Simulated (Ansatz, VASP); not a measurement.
# Cross-check of Mo17W10 (random alloy of the bcc Mo-W line, x = 0.3704) between VASP and Ansatz

Wanted: the spread between two codes on one cell, functional and k mesh. The structure shown is the start of the Ansatz relaxation below; VASP solves that cell, so the two are compared at the walk's first step.

Program: Ansatz 0.2.0. Level of theory: plane waves, with VASP 6.6.1 beside it; single point at PBE. Results are calculated unless marked as measured.

## 1. Starting point

The cell holds 54 atoms: 20 W and 34 Mo. Cell: a = 9.508 Å, b = 9.508 Å, c = 9.508 Å, α = 90.0°, β = 90.0°, γ = 90.0°. It derives from Mo (bcc Mo-W), repeated 3×3×3. Bcc Mo-W: 54 atoms, 20 of 54 Mo sites given to W at random, cell and internal coordinates interpolated linearly between the end members (Vegard's rule); (so at first; earlier steps may have moved the atoms), displaced by a Gaussian of 0.02 A. Lattice constants are starting values near those of PBE.

## 2. Ansatz: relaxation, PBE

Ansatz runs on its default PAW (the set named soft_2) files.

The two programs are compared at the cell with which this relaxation starts, whose forces are those of its first step.

Input file input.yaml:

```yaml
crystal:
  lattice:
    - [9.50812, 0.0, 0.0]
    - [0.0, 9.50812, 0.0]
    - [0.0, 0.0, 9.50812]
  atoms:
    - { symbol: W, position: [0.00342, 0.99871, 0.99889] }
    - { symbol: W, position: [0.16441, 0.16849, 0.16183] }
    - { symbol: W, position: [0.00367, 0.9984, 0.334] }
    - { symbol: W, position: [0.16614, 0.16974, 0.49567] }
    - { symbol: Mo, position: [0.99932, 0.99919, 0.66905] }
    - { symbol: Mo, position: [0.16435, 0.1663, 0.83149] }
    - { symbol: W, position: [9.0e-05, 0.33456, 0.99768] }
    - { symbol: Mo, position: [0.16907, 0.5019, 0.16772] }
    - { symbol: Mo, position: [0.00189, 0.3319, 0.33307] }
    - { symbol: Mo, position: [0.1647, 0.49944, 0.50112] }
    - { symbol: Mo, position: [0.99855, 0.3325, 0.66522] }
    - { symbol: Mo, position: [0.16489, 0.49859, 0.83331] }
    - { symbol: W, position: [0.99765, 0.66716, 0.00349] }
    - { symbol: Mo, position: [0.16823, 0.83293, 0.1648] }
    - { symbol: Mo, position: [0.99843, 0.67023, 0.33344] }
    - { symbol: W, position: [0.16533, 0.83373, 0.50442] }
    - { symbol: W, position: [0.00025, 0.66796, 0.6673] }
    - { symbol: Mo, position: [0.16593, 0.83093, 0.8326] }
    - { symbol: W, position: [0.33289, 0.00123, 0.00176] }
    - { symbol: Mo, position: [0.50196, 0.16727, 0.16853] }
    - { symbol: Mo, position: [0.33175, 0.00264, 0.33441] }
    - { symbol: Mo, position: [0.49937, 0.16769, 0.49984] }
    - { symbol: W, position: [0.33571, 0.0032, 0.67126] }
    - { symbol: W, position: [0.49706, 0.16363, 0.83227] }
    - { symbol: Mo, position: [0.33367, 0.33518, 0.00066] }
    - { symbol: W, position: [0.49575, 0.49936, 0.16841] }
    - { symbol: W, position: [0.33382, 0.33494, 0.33287] }
    - { symbol: Mo, position: [0.49958, 0.50039, 0.50086] }
    - { symbol: Mo, position: [0.33375, 0.33358, 0.66526] }
    - { symbol: Mo, position: [0.50079, 0.50026, 0.83571] }
    - { symbol: Mo, position: [0.33586, 0.66706, 0.99921] }
    - { symbol: Mo, position: [0.49866, 0.83422, 0.16683] }
    - { symbol: Mo, position: [0.33261, 0.66676, 0.33203] }
    - { symbol: Mo, position: [0.50147, 0.83239, 0.50258] }
    - { symbol: W, position: [0.33418, 0.66792, 0.66436] }
    - { symbol: Mo, position: [0.50036, 0.83489, 0.83133] }
    - { symbol: Mo, position: [0.66611, 7.0e-05, 0.99711] }
    - { symbol: Mo, position: [0.834, 0.16845, 0.16486] }
    - { symbol: W, position: [0.6674, 0.99724, 0.33325] }
    - { symbol: Mo, position: [0.82993, 0.16903, 0.50086] }
    - { symbol: W, position: [0.66661, 0.99837, 0.66935] }
    - { symbol: Mo, position: [0.83747, 0.16276, 0.83593] }
    - { symbol: W, position: [0.67009, 0.33404, 0.99748] }
    - { symbol: Mo, position: [0.83515, 0.49962, 0.1654] }
    - { symbol: Mo, position: [0.66408, 0.33449, 0.335] }
    - { symbol: Mo, position: [0.83202, 0.5011, 0.49759] }
    - { symbol: Mo, position: [0.66835, 0.33343, 0.66627] }
    - { symbol: W, position: [0.83312, 0.50183, 0.83491] }
    - { symbol: W, position: [0.66778, 0.66696, 0.00016] }
    - { symbol: Mo, position: [0.83463, 0.83382, 0.1681] }
    - { symbol: Mo, position: [0.66601, 0.66155, 0.33552] }
    - { symbol: W, position: [0.83793, 0.83426, 0.49979] }
    - { symbol: Mo, position: [0.66638, 0.66642, 0.6667] }
    - { symbol: Mo, position: [0.83097, 0.83225, 0.83124] }
kpoints:
  mp_grid: { grid: [2, 2, 2] }
hamiltonian:
  xc: pbe
scf:
  occupations: { method: fermi_dirac, width: 0.1 }
output:
  forces: true
relax:
  f_tol: 0.04
  max_steps: 150
  cell: {}
```

On the command line:

```sh
$ ansatz run input.yaml --threads 6 --pin off --max-ram 102400MiB --backend cuda --events-out ev --progress --plain --runs-dir out
```

Numbers of over 12 decimals in the logs are rounded to 6 here.

Output:

```text
Engine: ansatz 0.2.0, x86_64-unknown-linux-gnu
Pseudopotentials: kind: paw
Pseudopotential: W, paw, valence charge 14, recommended cutoff 420 eV (normal), W.paw.azcp
Pseudopotential: Mo, paw, valence charge 14, recommended cutoff 420 eV (normal), Mo.paw.azcp
Functional definition: PBE
  parameter kappa = 0.804
  parameter beta = 0.066725
  exchange = pbe_x(kappa = kappa, mu = beta*pi^2/3)
  correlation = pbe_c(beta = beta)
concurrent solve slots: 4 of 6 are kept, ahead of what memory takes: no pass of the eigensolver takes more rounds on 4
device memory: the entry about to start is reckoned to put 12.7 GiB on a device that reports 67.3 GiB free
GPU FFT provider: cuFFT
GPU libraries: cuBLAS 13.8.2, cuFFT 12.4.0, cuSOLVER 12.3.4
Crystal: 54 atoms, lattice volume = 859.575 Å³
Basis set: ecut = 420 eV, 16831 PW (Γ), exchange–correlation on 128×128×128 points (8 copies of the dense FFT grid, shifted against one another)
Bands: 454, of which v1, the nominal top of the filled ones, is band 378 counted from 1 (377 counted from 0)
Symmetry: 1 space group operations
Space group: P1 (ITA 1), of the structure as read, at distance tolerance 9.5e-5 Å
k-points: 8
Non-local potential: W, projectors of the file, l = 0: 3, l = 1: 2, l = 2: 2, l = 3: 1
Non-local potential: Mo, projectors of the file, l = 0: 3, l = 1: 2, l = 2: 2, l = 3: 1
PAW form: soft (Blöchl's): semilocal exchange-correlation on the pseudo side does not see the compensation charge
PAW one-centre angular grid: W, 590 points (default); XC on 64 Gauss nodes
PAW one-centre angular grid: Mo, 590 points (default); XC on 64 Gauss nodes
Initial density: superposition of atomic densities (neutral atoms: chi_scale 0, normalization atom), corrected by the library's trained network
Initial wavefunctions: pseudopotential atomic-orbital guess
GPU buffer pool allocated for 262144 grid points (all kernels)
GPU transforms: local potential and band sums: pruned to the plane-wave sphere, on 64×64×64
Functional: x = pbe(κ = 0.804, μ = 0.219515), c = pbe(β = 0.066725)
SCF iter   1: F=—  HF=-376202.146114 eV  |F-HF|=—  |Δ(HF+E_count)|=         —  Δρ=3.14e-3  dr2=2.29e-1  ethr=1.77e-3  ⟨swp⟩=4.4  Hψ=13271  notcnv=0
preconditioner: auto → Kerker (q_TF=auto, 2.671 Å⁻¹)  [metal: Δε(μ)=0.016 eV  Ē_g=4.492 eV  σ=0.100 eV  W_gap=0.04  n_scr=256 (ndim 8)  ℏωp=22.8 eV  f_vac=0.000  D(μ)=23.39/eV (n_scr^D=170)]
SCF iter   2: F=—  HF=-376202.130187 eV  |F-HF|=—  |Δ(HF+E_count)|=   1.59e-2  Δρ=1.69e-3  dr2=6.36e-2  ethr=3.03e-5  ⟨swp⟩=1.0  Hψ=4184  notcnv=0
SCF iter   3: F=—  HF=-376202.129748 eV  |F-HF|=—  |Δ(HF+E_count)|=   4.39e-4  Δρ=2.22e-4  dr2=7.52e-4  ethr=8.41e-6  ⟨swp⟩=2.0  Hψ=3878  notcnv=0
SCF iter   4: F=—  HF=-376202.126196 eV  |F-HF|=—  |Δ(HF+E_count)|=   3.55e-3  Δρ=4.72e-5  dr2=7.30e-5  ethr=9.95e-8  ⟨swp⟩=2.0  Hψ=4932  notcnv=0
SCF iter   5: F=—  HF=-376202.131518 eV  |F-HF|=—  |Δ(HF+E_count)|=   5.32e-3  Δρ=1.30e-5  dr2=2.53e-6  ethr=9.65e-9  ⟨swp⟩=2.0  Hψ=4765  notcnv=0
SCF iter   6: F=—  HF=-376202.131518 eV  |F-HF|=—  |Δ(HF+E_count)|=   3.99e-7  Δρ=2.68e-6  dr2=1.15e-7  ethr=3.35e-10  ⟨swp⟩=2.0  Hψ=5940  notcnv=0
SCF iter   7: F=-376202.131518 eV  HF=-376202.131518 eV  |F-HF|=4.31e-9  |Δ(HF+E_count)|=   9.31e-9  Δρ=4.90e-7  dr2=5.49e-9  ethr=1.32e-11  ⟨swp⟩=3.0  Hψ=9321  notcnv=0
SCF 1 converged in 7 iterations: F = -376202.131518 eV  dr2 = 5.49e-9
  greatest PAW one-centre occupation: 1.000 electrons in one spin orbital (limit 2), on the W atom at site 38 (counted from 0), in its partial waves of l = 0
relax step   1: F+E_penalty+E_count = -376202.13151767 eV  Δ(F+E_penalty+E_count) = +0.000e0 eV  max|allowed force component| = 8.422e-1 eV/Å  Δτ_max = 0.0000 Å  P = +0.128 GPa  Ω = 859.575 Å³  (7 SCF iters, dr2 threshold 1.00e-7 eV, accepted)
concurrent solve slots: 4 of 6 are kept, ahead of what memory takes: no pass of the eigensolver takes more rounds on 4
device memory: the entry about to start is reckoned to put 11.8 GiB (of the 12.7 GiB reckoned in all, the device holds 0.9 GiB already) on a device that reports 66.3 GiB free
GPU FFT provider: cuFFT
GPU libraries: cuBLAS 13.8.2, cuFFT 12.4.0, cuSOLVER 12.3.4
Crystal: 54 atoms, lattice volume = 855.289 Å³
Initial density: handed on by an earlier stage of this run
Initial wavefunctions: those handed on with the density
GPU buffer pool allocated for 262144 grid points (all kernels)
GPU transforms: local potential and band sums: pruned to the plane-wave sphere, on 64×64×64
iter 1 solved again at ethr=4.14e-4 eV; its pass at ethr=3.10e-3 eV (dr2=3.13e0 eV) is discarded
SCF iter   1: F=—  HF=-376201.313508 eV  |F-HF|=—  |Δ(HF+E_count)|=         —  Δρ=1.67e-2  dr2=3.17e0  ethr=4.14e-4  ⟨swp⟩=1.0  Hψ=16329  notcnv=0
preconditioner: auto → Kerker (q_TF=auto, 2.673 Å⁻¹)  [metal: Δε(μ)=0.014 eV  Ē_g=4.499 eV  σ=0.100 eV  W_gap=0.04  n_scr=256 (ndim 8)  ℏωp=22.9 eV  f_vac=0.000  D(μ)=25.84/eV (n_scr^D=178)]
[...]
--- Relaxed structure (6 steps of the walk, 4 accepted, 1 SCFs on fresh bases) ---
  F+E_penalty+E_count = -376202.56862650 eV   max|allowed force component| = 1.222e-4 eV/Å   (the final SCF, on the basis selected at the relaxed cell)
  cell:  # Å, volume = 859.0812 Å³
    - [9.506067, 0.000110238, 1.5298460132154643e-5]
    - [0.000110238, 9.506244, -0.000155206]
    - [1.5298460132154643e-5, -0.000155206, 9.506581]
  atoms:
    - { symbol: W, position: [4.159103354251184e-5, 1.000152, 0.999973] }
    - { symbol: W, position: [0.166838, 0.167050, 0.166895] }
    - { symbol: W, position: [-0.000317083, 1.000195, 0.333159] }
    - { symbol: W, position: [0.166601, 0.166971, 0.500160] }
    - { symbol: Mo, position: [0.999967, 1.000397, 0.666751] }
    - { symbol: Mo, position: [0.166747, 0.167074, 0.833264] }
    - { symbol: W, position: [1.0389857467810887e-5, 0.333649, 1.000086] }
    - { symbol: Mo, position: [0.166746, 0.500366, 0.166663] }
    - { symbol: Mo, position: [-1.7609947870496662e-5, 0.333887, 0.333578] }
    - { symbol: Mo, position: [0.166659, 0.500177, 0.499990] }
    - { symbol: Mo, position: [1.000029, 0.333593, 0.666538] }
    - { symbol: Mo, position: [0.166908, 0.500115, 0.833497] }
    - { symbol: W, position: [1.000105, 0.666827, 0.000287762] }
    - { symbol: Mo, position: [0.166920, 0.833255, 0.166767] }
    - { symbol: Mo, position: [1.000082, 0.666514, 0.333395] }
    - { symbol: W, position: [0.166758, 0.833526, 0.499747] }
    - { symbol: W, position: [0.000286788, 0.666531, 0.666685] }
    - { symbol: Mo, position: [0.166705, 0.833411, 0.833412] }
    - { symbol: W, position: [0.333366, -1.956153926384548e-5, 9.439570753292426e-5] }
    - { symbol: Mo, position: [0.500233, 0.166862, 0.166711] }
    - { symbol: Mo, position: [0.333683, 0.000199101, 0.333388] }
    - { symbol: Mo, position: [0.500104, 0.167034, 0.500050] }
    - { symbol: W, position: [0.333643, 2.8494252691538086e-5, 0.666763] }
    - { symbol: W, position: [0.500115, 0.167161, 0.833398] }
    - { symbol: Mo, position: [0.333439, 0.333721, 6.348368579497627e-5] }
    - { symbol: W, position: [0.499976, 0.500432, 0.166863] }
    - { symbol: W, position: [0.333606, 0.333811, 0.333652] }
    - { symbol: Mo, position: [0.500361, 0.500260, 0.500052] }
    - { symbol: Mo, position: [0.333427, 0.333825, 0.666550] }
    - { symbol: Mo, position: [0.499975, 0.500211, 0.833301] }
    - { symbol: Mo, position: [0.333476, 0.666714, 1.000024] }
    - { symbol: Mo, position: [0.500062, 0.833415, 0.166759] }
    - { symbol: Mo, position: [0.333403, 0.666687, 0.333522] }
    - { symbol: Mo, position: [0.500098, 0.833306, 0.499885] }
    - { symbol: W, position: [0.333573, 0.666566, 0.666644] }
    - { symbol: Mo, position: [0.500220, 0.833414, 0.833481] }
    - { symbol: Mo, position: [0.666707, 0.000183896, 1.000184] }
    - { symbol: Mo, position: [0.833243, 0.166988, 0.166768] }
    - { symbol: W, position: [0.666551, 1.000382, 0.333468] }
    - { symbol: Mo, position: [0.833372, 0.167178, 0.500064] }
    - { symbol: W, position: [0.666678, 1.000266, 0.666402] }
    - { symbol: Mo, position: [0.833327, 0.166824, 0.833356] }
    - { symbol: W, position: [0.666850, 0.333640, 1.000256] }
    - { symbol: Mo, position: [0.833363, 0.500207, 0.167010] }
    - { symbol: Mo, position: [0.666733, 0.333594, 0.333601] }
    - { symbol: Mo, position: [0.833184, 0.500177, 0.499903] }
    - { symbol: Mo, position: [0.666679, 0.333661, 0.666455] }
    - { symbol: W, position: [0.833240, 0.500128, 0.832975] }
    - { symbol: W, position: [0.666738, 0.666855, 9.272741622121809e-5] }
    - { symbol: Mo, position: [0.833262, 0.833437, 0.166705] }
    - { symbol: Mo, position: [0.666732, 0.666738, 0.333468] }
    - { symbol: W, position: [0.833344, 0.833142, 0.500062] }
    - { symbol: Mo, position: [0.666497, 0.666664, 0.666561] }
    - { symbol: Mo, position: [0.833261, 0.833574, 0.833419] }
```

[end of part 1 of 2]

[Lines on the potential files, build, host, timing and source positions are cut from VASP's logs without a mark.]

[Logs are printed without paths, hosts, clocks, repeated set-up lines and the standing remarks that a program may print on its own settings, such as how far it seeks lower states.]

[Hosts, paths, dates, database ids (printed as entryN), source tags and the programs' standing remarks are cut or masked in the printed files.]
